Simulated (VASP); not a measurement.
An input for Quantum ESPRESSO's pw.x (written as the equivalent of a VASP run, and not itself run):

```
&CONTROL
  calculation = 'vc-relax'
  pseudo_dir = './pseudo'
  outdir = './out'
  tprnfor = .true.
  tstress = .true.
  nstep = 60
  forc_conv_thr = 0.00039
/
&SYSTEM
  ibrav = 0
  nat = 2
  ntyp = 2
  ecutwfc = 84
  occupations = 'smearing'
  smearing = 'methfessel-paxton'
  degauss = 0.00735
  input_dft = 'pbe'
/
&ELECTRONS
  conv_thr = 7.3e-08
  electron_maxstep = 100
/
&IONS
/
&CELL
/
ATOMIC_SPECIES
  Hf 178.490 Hf.upf
  N 14.007 N.upf
CELL_PARAMETERS angstrom
     0.0000000    2.2671717    2.2671717
     2.2671717    0.0000000    2.2671717
     2.2671717    2.2671717    0.0000000
ATOMIC_POSITIONS crystal
  Hf   0.0000000  0.0000000  0.0000000
  N    0.5000000  0.5000000  0.5000000
K_POINTS automatic
  13 13 13 0 0 0
```

### Question
Write the VASP files for the same calculation (PBE).

### Answer
Several could match; the one computed here: 
File POSCAR:
```
HfN
1
    0.0000000000     2.2671716822     2.2671716822
    2.2671716822     0.0000000000     2.2671716822
    2.2671716822     2.2671716822     0.0000000000
Hf N
1 1
Direct
  0.0000000000   0.0000000000   0.0000000000
  0.5000000000   0.5000000000   0.5000000000
```

**INCAR**
```
SYSTEM = HfN
PREC = Accurate
ENCUT = 520
EDIFF = 1E-6
NELM = 100
ALGO = Normal
LREAL = .FALSE.
LASPH = .TRUE.
ISMEAR = 1
SIGMA = 0.1
GGA = PE
LMAXMIX = 6
LWAVE = .FALSE.
LCHARG = .FALSE.
IBRION = 2
ISIF = 3
NSW = 60
EDIFFG = -0.01
```

KPOINTS:
```
Automatic
0
Gamma
  13 13 13
```

POTCAR, in this order: Hf_pv N (PBE.64 set). Program: vasp_std.

The two are equivalent in intent, not identical: the potentials are each code's own (VASP's PAW set, PseudoDojo norm-conserving files in pw.x), so ENCUT and ecutwfc are chosen apart and not converted; conv_thr bounds pw.x's estimated SCF error, while EDIFF bounds the energy change between steps; forc_conv_thr acts on force components and is met together with etot_conv_thr.

The structure was generated: HfN was put into the rock salt type (Fm-3m), which need not be its known phase. It was relaxed first, which changed the volume by -38 %. The start is the result of an earlier pass.
